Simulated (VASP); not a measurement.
SrTiO$_{3}$ (space group Pm-3m): computed properties

Method: PBE GGA with D3 dispersion (Becke-Johnson damping), VASP's PBE PAW potentials (set 64) (plane waves; VASP 6.6.1).

- space group: Pm-3m (221)
- cell: a = 3.915 Å, b = 3.915 Å, c = 3.915 Å, α = 90.00°, β = 90.00°, γ = 90.00°
- volume per atom: 12.00 Å³/atom
- band gap (over mesh and band path): 1.84 eV
- smallest direct gap (over mesh and band path): 2.20 eV
- band-edge character: indirect, R to Γ
- density: 5.08 g/cm³

SrTiO3 is taken in the cubic space group Pm-3m (No. 221), the cubic perovskite structure, Pearson symbol cP5. Cell: a = 3.915 Å, b = 3.915 Å, c = 3.915 Å, α = 90.00°, β = 90.00°, γ = 90.00°. Sr on 1b sees 12 O at 2.768 Å (cuboctahedral). Ti on 1a sees 6 O at 1.957 Å (octahedral). O on 3d is surrounded by 2 Ti at 1.957 Å and 4 Sr at 2.768 Å (octahedral). (Neighbours: up to the widest gap in distance over summed covalent radii, below 1.35, at either atom; cation-cation and far metal-metal contacts left out.)

The structure comes from a measured SrTiO3 entry (Pm-3m) of the Crystallography Open Database, whose conditions weren't checked. It was relaxed first. Symmetry was kept, so distortions that lower it aren't found.
